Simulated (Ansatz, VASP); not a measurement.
# Ti2CF2 in two plane-wave programs, part 2 of 2

One calculation is typed for both programs; each brings its own data sets. How far apart do they land? Of the first pair: The structure shown is the start of the Ansatz relaxation below; VASP solves that cell, so the two are compared at the walk's first step.

VASP 6.6.1 and Ansatz 0.2.0.

So far. Step 3 (VASP: single point, PBEsol, start cell, pair 1): The run ends at a pressure of -0.70 GPa, with forces up to 2.3 eV/Å.

### 6. VASP: single point, PBEsol, start cell, pair 2

Level of this step: PBEsol, no spin polarisation; plane waves and PAW (C, Ti_sv, F) (VASP).

The same cell, functional, mesh and smearing now go to VASP, with its own data sets.

INCAR

```
SYSTEM = Ti2CF2
PREC = Accurate
ENCUT = 520
EDIFF = 1E-06
NELM = 120
ISMEAR = 0
SIGMA = 0.1
LREAL = .FALSE.
ALGO = Normal
GGA = PS
NBANDS = 27
LASPH = .TRUE.
LORBIT = 11
LWAVE = .FALSE.
LCHARG = .FALSE.
ISIF = 2
LDIPOL = .TRUE.
IDIPOL = 3
DIPOL = 0.5 0.5 0.301
LVHAR = .TRUE.
GGA_COMPAT = .FALSE.
NELMDL = -8
KPAR = 2
```

POSCAR

```
Ti2CF2
1.0
    3.0167490000      0.0000000000      0.0000000000
   -1.5083740000      2.6125810000      0.0000000000
    0.0000000000      0.0000000000     33.2000000000
C Ti F
1 2 2
Direct
    0.0000000000      0.0000000000      0.3012048193
    0.3333333333      0.6666666667      0.3353461446
    0.6666666667      0.3333333333      0.2670634940
    0.6666666667      0.3333333333      0.3725948494
    0.3333333333      0.6666666667      0.2298147892
```

KPOINTS

```
Automatic mesh
0
Gamma
15 15 1
0 0 0
```

The projector-augmented-wave data sets are C, Ti_sv and F (PBE family, release 64).

The run is started by

```bash
> mpirun -np 2 vasp_std
```

Numbers of over 12 decimals in the logs are rounded to 6 here.

Log:

```text
[banner, memory and clock lines left out]
running    2 mpi-ranks, on    1 nodes
[...]
[... a notice as in an earlier step ...]

 LDA part: xc-table for (Slater+PW92), standard interpolation
 POSCAR, INCAR and KPOINTS ok, starting setup
[...]
entering main loop
       N       E                     dE             d eps       ncg     rms          rms(c)
DAV:   1     0.493266505674E+03    0.49327E+03   -0.21259E+04  1722   0.135E+03
DAV:   2     0.261489904478E+02   -0.46712E+03   -0.45955E+03  1768   0.406E+02
DAV:   3    -0.451081064330E+02   -0.71257E+02   -0.70680E+02  2106   0.160E+02
DAV:   4    -0.513710344274E+02   -0.62629E+01   -0.62508E+01  2352   0.434E+01
[...]
DAV:  24    -0.415042327148E+02   -0.28525E-05   -0.11014E-07   924   0.225E-03    0.313E-04
DAV:  25    -0.415042350833E+02   -0.23685E-05   -0.72325E-08   897   0.133E-03    0.307E-04
DAV:  26    -0.415042356727E+02   -0.58943E-06   -0.21162E-08   755   0.111E-03
   1 F= -.41504236E+02 E0= -.41500567E+02  d E =-.733646E-02
```

From OUTCAR (step 6):

```text
  Total        0.0893602      0.0893602      0.0010196      0.0000000      0.0000000      0.0000000
  in kB        0.5471518      0.5471516      0.0062432      0.0000001      0.0000000      0.0000000
  external PRESSURE =       0.3668489 kB  Pullay stress =       0.0000000 kB

 POSITION                                       TOTAL-FORCE (eV/Angst)
 -----------------------------------------------------------------------------------
      0.00000      0.00000     10.00000         0.000000      0.000000      0.000000
      0.00000      1.74172     11.13349         0.000000     -0.000000     -0.025074
      1.50837      0.87086      8.86651         0.000000      0.000000      0.025074
      1.50837      0.87086     12.37015        -0.000000     -0.000000      0.035523
      0.00000      1.74172      7.62985         0.000000     -0.000000     -0.035523
 -----------------------------------------------------------------------------------
    total drift:                                0.000000     -0.000000      0.000259

  FREE ENERGIE OF THE ION-ELECTRON SYSTEM (eV)
  ---------------------------------------------------
  free  energy   TOTEN  =       -41.5042356727 eV

  energy  without entropy=      -41.4968992110  energy(sigma->0) =      -41.50056744

[... 3 further parts left out ...]
[key lines of the parts left out:]
E-fermi :  -2.1584
```

The run ends at a pressure of 0.04 GPa, with forces up to 0.036 eV/Å.

### 7. Differences

What differs besides the data sets and the points named for the pairs above, as far as they apply: the cutoff is 420 eV in Ansatz and 520 eV in VASP. Total energies have different zeros and are not compared.

At this near-relaxed geometry the largest component of a force difference is 33 meV/Å. With vacuum in the cell, a pressure given here is an average over mostly empty space and none of the material.

### 8. Ansatz: relaxation, PBEsol

This run makes the geometry at which the two programs are then compared.

The structure compared here is the end of the Ansatz relaxation.

input.yaml

```yaml
crystal:
  lattice:
    - [3.0170622485, 0.0, 0.0]
    - [-1.5085311243, 2.612852552, 0.0]
    - [0.0, 0.0, 33.2]
  atoms:
    - { symbol: C, position: [0.0, 0.0, 0.3012048193] }
    - { symbol: Ti, position: [0.3333333333, 0.6666666667, 0.335307479] }
    - { symbol: Ti, position: [0.6666666667, 0.3333333333, 0.2671021595] }
    - { symbol: F, position: [0.6666666667, 0.3333333333, 0.3725574983] }
    - { symbol: F, position: [0.3333333333, 0.6666666667, 0.2298521402] }
  periodic: [true, true, false]
kpoints:
  mp_grid: { grid: [18, 18, 1] }
hamiltonian:
  xc: pbesol
scf:
  occupations: { method: methfessel_paxton, width: 0.15 }
output:
  forces: true
  stress: true
  eigenvalues: true
  write_density: true
  write_potential: true
  elf: true
  volumetric_format: npy
relax:
  adjacent_minimum: "off"
  f_tol: 0.001
  max_steps: 60
  cell: { stress_2d_tol: 0.002 }
```

The run is started by

```bash
> ansatz run input.yaml --threads 8 --pin off --max-ram 14336MiB --backend cpu --events-out ev --progress --plain --runs-dir out
```

Log:

```text
[...]
Crystal: 5 atoms, lattice volume = 261.720 Å³
Basis set: ecut = 420 eV, 5031 PW (Γ), exchange–correlation on 48×48×450 points (8 copies of the dense FFT grid, shifted against one another)
Bands: 26, of which v1, the nominal top of the filled ones, is band 21 counted from 1 (20 counted from 0)
Symmetry: 12 space group operations
[...]
k-points: 37 of 324
[...]
cell:  # Å, volume = 261.6994 Å³
    - [3.016942, 2.8866448005054352e-11, 0]
    - [-1.508471, 2.612749, 0]
    - [0, 0, 33.2]
  atoms:
    - { symbol: C, position: [0, 0, 0.301205] }
    - { symbol: Ti, position: [0.333333, 0.666667, 0.335303] }
    - { symbol: Ti, position: [0.666667, 0.333333, 0.267106] }
    - { symbol: F, position: [0.666667, 0.333333, 0.372569] }
    - { symbol: F, position: [0.333333, 0.666667, 0.229841] }
[key lines of the parts left out:]
SCF converged after 7 iterations
Free energy (F): -6801.068243 eV
Fermi energy:    -4.690463 eV
P = ½ c Tr σ = 0.0004 N/m
```

### 9. VASP: single point, PBEsol, relaxed cell, pair 3

The same cell, functional, mesh and smearing now go to VASP, with its own data sets.

Changes to INCAR since step 6:

```diff
@@ -5,4 +5,4 @@
 NELM = 120
-ISMEAR = 0
-SIGMA = 0.1
+ISMEAR = 1
+SIGMA = 0.15
 LREAL = .FALSE.
```

POSCAR

```
Ti2CF2
1.0
    3.0169421057      0.0000000000      0.0000000000
   -1.5084710529      2.6127485053      0.0000000000
    0.0000000000      0.0000000000     33.2000000000
C Ti F
1 2 2
Direct
    0.0000000000      0.0000000000      0.3012048193
    0.3333333333      0.6666666667      0.3353032355
    0.6666666667      0.3333333333      0.2671064030
    0.6666666667      0.3333333333      0.3725686322
    0.3333333333      0.6666666667      0.2298410064
```

KPOINTS

```
Automatic mesh
0
Gamma
18 18 1
0 0 0
```

The run is started by

```bash
> mpirun -np 2 vasp_std
```

Log:

```text
[... set-up lines as in an earlier step ...]
 entering main loop
       N       E                     dE             d eps       ncg     rms          rms(c)
DAV:   1     0.490987695705E+03    0.49099E+03   -0.21422E+04  2398   0.135E+03
DAV:   2     0.250970407569E+02   -0.46589E+03   -0.45821E+03  2459   0.405E+02
DAV:   3    -0.449311395727E+02   -0.70028E+02   -0.69497E+02  2811   0.160E+02
DAV:   4    -0.513536833430E+02   -0.64225E+01   -0.64109E+01  3230   0.444E+01
[...]
DAV:  24    -0.414986226588E+02   -0.28122E-05   -0.89123E-08  1211   0.197E-03    0.315E-04
DAV:  25    -0.414986252347E+02   -0.25759E-05   -0.74398E-08  1240   0.126E-03    0.279E-04
DAV:  26    -0.414986257427E+02   -0.50794E-06   -0.18999E-08  1035   0.999E-04
   1 F= -.41498626E+02 E0= -.41498657E+02  d E =0.929201E-04
```

Parts of OUTCAR (step 9):

```text
  Total        0.1074411      0.1074411      0.0484202     -0.0000000     -0.0000000      0.0000000
  in kB        0.6577764      0.6577764      0.2964385     -0.0000000     -0.0000000      0.0000000
  external PRESSURE =       0.5373304 kB  Pullay stress =       0.0000000 kB

 POSITION                                       TOTAL-FORCE (eV/Angst)
 -----------------------------------------------------------------------------------
      0.00000      0.00000     10.00000        -0.000000      0.000000      0.000000
     -0.00000      1.74183     11.13207        -0.000000      0.000000      0.002210
      1.50847      0.87092      8.86793         0.000000     -0.000000     -0.002210
      1.50847      0.87092     12.36928         0.000000     -0.000000      0.032553
     -0.00000      1.74183      7.63072        -0.000000      0.000000     -0.032553
 -----------------------------------------------------------------------------------
    total drift:                                0.000000     -0.000000      0.000277

  FREE ENERGIE OF THE ION-ELECTRON SYSTEM (eV)
  ---------------------------------------------------
  free  energy   TOTEN  =       -41.4986257427 eV

  energy  without entropy=      -41.4987186628  energy(sigma->0) =      -41.49865672

[... 3 further parts left out ...]
[key lines of the parts left out:]
E-fermi :  -2.1925
```

The run ends at a pressure of 0.05 GPa, with forces up to 0.033 eV/Å.

### 10. Differences

At this near-relaxed geometry the largest component of a force difference is 32 meV/Å. With vacuum in the cell, a pressure given here is an average over mostly empty space and none of the material.

### 11. Summary of results

- r.m.s. force difference (single point, PBEsol, start cell, pair 1): 1.5 % of the r.m.s. force
- r.m.s. force difference (single point, PBEsol, start cell, pair 2): 12 meV/Å
- r.m.s. force difference (single point, PBEsol, relaxed cell, pair 3): 12 meV/Å

What this shows: The r.m.s. force difference is 12 meV/Å (single point, PBEsol, start cell, pair 2), at about the 12 meV/Å picked in this series as the mark of a large difference. 2 further runs of this series are not shown here. Such differences can come from data sets, numerical settings and the points named under the comparisons, not from the functional's error against experiment.

[Lines on the potential files, build, host, timing and source positions are cut from VASP's logs without a mark.]

[Logs are printed without paths, hosts, clocks, repeated set-up lines and the standing remarks that a program may print on its own settings, such as how far it seeks lower states.]

[Hosts, paths, dates, database ids (printed as entryN), source tags and the programs' standing remarks are cut or masked in the printed files.]
